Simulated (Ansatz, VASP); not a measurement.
# Al2Si2As4WSeS (Al2SSe under WSi2As4, AA') in two plane-wave programs, part 2 of 2

One calculation is typed for both programs; each brings its own data sets. How far apart do they land? The cell is taken from a series of runs on this material, whose earlier steps may have relaxed, scaled, displaced or heated it; both programs get it as it stands.

VASP 6.6.1 and Ansatz 0.2.0.

So far: The structure; VASP: single point, PBE, spin-orbit coupling.

## (3) Ansatz: single point, PBE, spin-orbit coupling

Level of this step: Ansatz beside VASP: Kohn-Sham DFT, plane waves, PBE, spin-orbit coupling (Ansatz).

Ansatz runs on its fully relativistic PAW (standard-fr) files.

The same cell, functional, mesh and smearing now go to Ansatz, which takes its cutoff from its data sets.

input.yaml

```yaml
crystal:
  lattice:
    - [3.5845234335, 0.0, 0.0]
    - [-1.7922617168, 3.1042883539, 0.0]
    - [0.0, 0.0, 36.511677783]
  atoms:
    - { symbol: Se, position: [0.3333333333, 0.6666666667, 0.2464964786] }
    - { symbol: Al, position: [0.0, 0.0, 0.2805552744] }
    - { symbol: Al, position: [0.0, 0.0, 0.3509515034] }
    - { symbol: S, position: [0.3333333333, 0.6666666667, 0.3798686576] }
    - { symbol: As, position: [0.3333333333, 0.6666666667, 0.481889431] }
    - { symbol: Si, position: [0.0, 0.0, 0.5125410195] }
    - { symbol: As, position: [0.0, 0.0, 0.5767533402] }
    - { symbol: W, position: [0.3333333333, 0.6666666667, 0.6176798191] }
    - { symbol: As, position: [0.0, 0.0, 0.6586046457] }
    - { symbol: Si, position: [0.0, 0.0, 0.7228410305] }
    - { symbol: As, position: [0.3333333333, 0.6666666667, 0.7535035214] }
kpoints:
  mp_grid: { grid: [12, 12, 1] }
  band_path:
    path: [[0, 0, 0], [0.5, 0, 0], [0.33333333, 0.33333333, 0], [0, 0, 0]]
    npoints: 16
hamiltonian:
  xc: pbe
  pseudopotentials: { kind: paw_fr }
magnetization:
  noncollinear: true
  spin_orbit: true
scf:
  occupations: { method: fermi_dirac, width: 0.02585 }
  convergence: { dr2_threshold: 1.0e-09 }
efield:
  axis: 3
  dipole_correction: true
  ramp_position: 0.97
  ramp_width: 0.06
  amplitude: 0
output:
  write_potential: true
  write_density: true
  volumetric_format: npy
```

The run is started by

```sh
$ ansatz run input.yaml --threads 4 --pin off --max-ram 12288MiB --backend cpu --events-out ev --progress --plain --runs-dir out
```

Numbers of over 12 decimals in the logs are rounded to 6 here.

What it wrote:

```text
Engine: ansatz 0.2.0, x86_64-unknown-linux-gnu
Pseudopotentials: kind: paw_fr
Pseudopotential: Se, paw_fr, valence charge 16, recommended cutoff 420 eV (normal), Se.paw.azcp#standard-fr
Pseudopotential: Al, paw_fr, valence charge 3, recommended cutoff 420 eV (normal), Al.paw.azcp#standard-fr
Pseudopotential: S, paw_fr, valence charge 6, recommended cutoff 420 eV (normal), S.paw.azcp#standard-fr
Pseudopotential: As, paw_fr, valence charge 15, recommended cutoff 420 eV (normal), As.paw.azcp#standard-fr
Pseudopotential: Si, paw_fr, valence charge 4, recommended cutoff 420 eV (normal), Si.paw.azcp#standard-fr
Pseudopotential: W, paw_fr, valence charge 14, recommended cutoff 420 eV (normal), W.paw.azcp#standard-fr
Functional definition: PBE
  parameter kappa = 0.804
  parameter beta = 0.066725
  exchange = pbe_x(kappa = kappa, mu = beta*pi^2/3)
  correlation = pbe_c(beta = beta)
non-collinear run that drives no moment, with spin-orbit: no starting moment large enough to seed its density (crystal.atoms[].spin), no starting occupations that ask for one, no magnetisation constraint and no magnetic field, so the semilocal B_xc is pinned to zero
Crystal: 11 atoms, lattice volume = 406.280 Å³
Basis set: ecut = 420 eV, 7797 PW (Γ)
Bands: 132, of which v1, the nominal top of the filled ones, is band 110 counted from 1 (109 counted from 0)
Symmetry: 6 space group operations + 6 with time reversal
Space group: P3m1 (ITA 156), of the structure as read, at distance tolerance 7.4e-5 Å
k-points: 19 of 144 (time reversal used)
Projection manifold: j_resolved (fully-relativistic pseudo-atomic orbitals)
Non-local potential: Se, projectors of the file, l = 0: 2, l = 1: 4, l = 2: 6, l = 3: 2
Non-local potential: Al, projectors of the file, l = 0: 2, l = 1: 4, l = 2: 2
Non-local potential: S, projectors of the file, l = 0: 2, l = 1: 4, l = 2: 4
Non-local potential: As, projectors of the file, l = 0: 2, l = 1: 4, l = 2: 6, l = 3: 2
Non-local potential: Si, projectors of the file, l = 0: 2, l = 1: 4, l = 2: 4
Non-local potential: W, projectors of the file, l = 0: 3, l = 1: 4, l = 2: 4, l = 3: 2
PAW form: soft (Blöchl's): semilocal exchange-correlation on the pseudo side does not see the compensation charge
PAW one-centre angular grid: Se, 590 points (default); XC on 96 Gauss nodes
PAW one-centre angular grid: Al, 110 points (default); XC on 64 Gauss nodes
PAW one-centre angular grid: S, 110 points (default); XC on 64 Gauss nodes
PAW one-centre angular grid: As, 590 points (default); XC on 64 Gauss nodes
PAW one-centre angular grid: Si, 110 points (default); XC on 64 Gauss nodes
PAW one-centre angular grid: W, 590 points (default); XC on 64 Gauss nodes
Initial wavefunctions: pseudopotential atomic-orbital guess
Functional: x = pbe(κ = 0.804, μ = 0.219515), c = pbe(β = 0.066725)
SCF iter   1: F=—  HF=-38556.750103 eV  |F-HF|=—  |Δ(HF+E_count)|=         —  Δρ=2.86e-2  dr2=4.73e0  dr2_m=0.00e0 (ungated)  ethr=3.10e-3  |M|=0.00e0 ∫|m|=0.00e0 μB  |m|>n=0.0e0 m-floor=0.0e0 τ_xc=0.0e0  β_m=0.30  p=0.000 e·Å  D=7.91e-8 V/Å  ΔV_dip=-0.00 eV  dr2_dipole=1.27e-3  V_vac-E_F(+/−)=6.18/6.18 eV  ⟨swp⟩=8.2  Hψ=12395  notcnv=0  defer=13
efield: sawtooth ramp at fractional position 0.9700 (set: `efield.ramp_position`, or a place that a band, a saddle search or an elastic batch's reference lends), width 0.0600; the density the first Hamiltonian is built on has a dipole p = 0.000 e·Å; the dipole correction subtracts the counter field D = 7.91e-8 V/Å, which shifts the + side's vacuum level by -0.00 eV against the − side's; the planar-averaged density in the ramp window peaks in size at 6.8e-6 e/Å³
preconditioner: auto → Resta (q_TF=auto, 2.194 Å⁻¹)  ε∞=3.4  [insulator: Δε(μ)=0.306 eV  Ē_g=8.529 eV  σ=0.026 eV  W_gap=0.99  n_scr=78 (ndim 8)  ℏωp=13.3 eV  f_vac=0.403  D(μ)=0.00/eV (n_scr^D=0)  ε∞_Penn≈3.4  vacuum switching on, ρ_ref=5.3e-3 e/Å³]
spin=Noncollinear: Resta preconditioning applied to the charge; magnetization (m_x, m_y, m_z) channels mix plain (no charge-response kernel on spin).
SCF iter   2: F=—  HF=-38556.169781 eV  |F-HF|=—  |Δ(HF+E_count)|=   5.80e-1  Δρ=2.09e-2  dr2=1.89e0  dr2_m=0.00e0 (ungated)  ethr=3.10e-3  |M|=0.00e0 ∫|m|=0.00e0 μB  |m|>n=0.0e0 m-floor=0.0e0 τ_xc=0.0e0  β_m=0.57  p=-0.006 e·Å  D=-2.82e-3 V/Å  ΔV_dip=0.10 eV  dr2_dipole=7.33e-6  V_vac-E_F(+/−)=5.24/5.14 eV  ⟨swp⟩=1.8  Hψ=2943  notcnv=0  defer=233
SCF iter   3: F=—  HF=-38555.880073 eV  |F-HF|=—  |Δ(HF+E_count)|=   2.90e-1  Δρ=8.03e-3  dr2=1.36e0  dr2_m=0.00e0 (ungated)  ethr=1.72e-3  |M|=0.00e0 ∫|m|=0.00e0 μB  |m|>n=0.0e0 m-floor=0.0e0 τ_xc=0.0e0  β_m=0.50  p=0.002 e·Å  D=1.11e-3 V/Å  ΔV_dip=-0.04 eV  dr2_dipole=3.06e-3  V_vac-E_F(+/−)=5.41/5.45 eV  ⟨swp⟩=3.9  Hψ=4988  notcnv=0  defer=302
[...]
SCF converged after 16 iterations
Magnetization: |M| = 0.0000 μB,  M = (+0.0000, +0.0000, +0.0000) μB
Absolute magnetization: 0.0000 μB (∫|m|)
  site 0: m = (+0.0000, +0.0000, +0.0000) μB, |m| = 0.0000 μB  (R = 1.00 Å)
  site 1: m = (+0.0000, +0.0000, +0.0000) μB, |m| = 0.0000 μB  (R = 1.00 Å)
  site 2: m = (+0.0000, +0.0000, +0.0000) μB, |m| = 0.0000 μB  (R = 0.96 Å)
  site 3: m = (+0.0000, +0.0000, +0.0000) μB, |m| = 0.0000 μB  (R = 0.96 Å)
  site 4: m = (+0.0000, +0.0000, +0.0000) μB, |m| = 0.0000 μB  (R = 0.97 Å)
  site 5: m = (+0.0000, +0.0000, +0.0000) μB, |m| = 0.0000 μB  (R = 0.97 Å)
  site 6: m = (+0.0000, +0.0000, +0.0000) μB, |m| = 0.0000 μB  (R = 0.97 Å)
  site 7: m = (+0.0000, +0.0000, +0.0000) μB, |m| = 0.0000 μB  (R = 1.05 Å)
  site 8: m = (+0.0000, +0.0000, +0.0000) μB, |m| = 0.0000 μB  (R = 0.97 Å)
  site 9: m = (+0.0000, +0.0000, +0.0000) μB, |m| = 0.0000 μB  (R = 0.97 Å)
  site 10: m = (+0.0000, +0.0000, +0.0000) μB, |m| = 0.0000 μB  (R = 0.97 Å)
Free energy (F): -38555.754363 eV
Harris-Foulkes:  -38555.754363 eV  (|F-HF|=1.11e-9)
Internal energy: -38555.754360 eV  (E = F + TS)
E sigma→0 (E₀):  -38555.754361 eV
Entropy (-TS):   -0.000003 eV (-0.000 meV/atom)
Fermi energy:    3.414992 eV
Dipole field:    D = -0.003874 V/Å  (p = -0.008698 e·Å, saw-weighted, corrected)
Work function:   Φ+ = 4.3774 eV   Φ− = 4.2360 eV
Levels:          The Fermi level and band energies are counted from a zero that moves with the ramp; work functions are not
--- Per-component energies (eV) ---
  E_band       = -2230.111723
  E_kinetic    = 1218.793935
  E_local      = -133893.879859  (includes V_loc(G=0)·N_el)
  E_nonlocal   = -3178.155603
  E_hartree    = 66756.912660
  E_xc         = -975.923783
  E_vxc        = -894.368597  (∫ρ·V_xc dr)
  E_paw        = -20399.016930  (= ΣΔE_a)
  E_vpaw       = 1003.141874  (= ΣTr[D̂ρ^β])
  E_aug_tail   = -0.000619  (compensation charges beyond the density's cutoff)
  E_efield     = 0.000017  (sawtooth field / dipole correction)
  E_vefield    = 0.532967  (∫n·V_field dr)
  E_ewald      = 51915.515823
  E_smearing   = -0.000003  (= −TS)
  E_closure    = 0.000000  (closes the sum)
  Σ components = -38555.754363   (vs F -38555.754363, Δ=0.00e0)
--- Band table (eV; the first three rows and the last of 19) ---
  k-point 0: bands = [... 106 lower, 2.5274, 2.5274, 2.8674, 2.8674, 5.1259, 5.1259, 5.5844, 5.5844, ... 18 higher]
  k-point 1: bands = [... 106 lower, 2.2803, 2.2837, 2.8506, 2.8543, 5.3662, 5.3707, 5.4335, 5.4400, ... 18 higher]
  k-point 2: bands = [... 106 lower, 1.9775, 1.9792, 2.6600, 2.6616, 4.9282, 4.9376, 5.0055, 5.0127, ... 18 higher]
  k-point 18: bands = [... 106 lower, 1.8813, 1.9661, 2.7377, 3.2101, 3.6347, 3.6681, 3.6946, 3.7029, ... 18 higher]
```

## (4) Comparison

Known differences besides the potentials themselves: spin-orbit coupling enters by fully relativistic files in Ansatz and inside the spheres in VASP; the data sets hold 110 valence electrons in Ansatz (on its fully relativistic PAW (standard-fr) files) and 52 in VASP; the cutoff is 420 eV in Ansatz and 520 eV in VASP. Total energies have different zeros and are not compared.

The two programs side by side:

| quantity | Ansatz | VASP | difference |
| --- | --- | --- | --- |
| gap on the k mesh (eV) | 0.425 | 0.458 | -0.033 |

A gap on the mesh is an upper bound, since the band edges may lie between its points. With vacuum in the cell, a pressure given here is an average over mostly empty space and none of the material.

## (5) Outcome

```json
{
  "difference in gap on the k mesh (single point, PBE, spin-orbit coupling)": "-0.033 eV"
}
```

**Reading.** The difference in gap on the k mesh is -0.033 eV (single point, PBE, spin-orbit coupling), within the 0.08 eV picked in this series as the mark of a large difference. The data sets hold unlike numbers of valence electrons (110 in Ansatz and 52 in VASP), so part of the differences comes from the potentials. How closely two codes agree says nothing of how well the functional describes the real material.

[Lines on the potential files, build, host, timing and source positions are cut from VASP's logs without a mark.]

[Logs are printed without paths, hosts, clocks, repeated set-up lines and the standing remarks that a program may print on its own settings, such as how far it seeks lower states.]

[Hosts, paths, dates, database ids (printed as entryN), source tags and the programs' standing remarks are cut or masked in the printed files.]
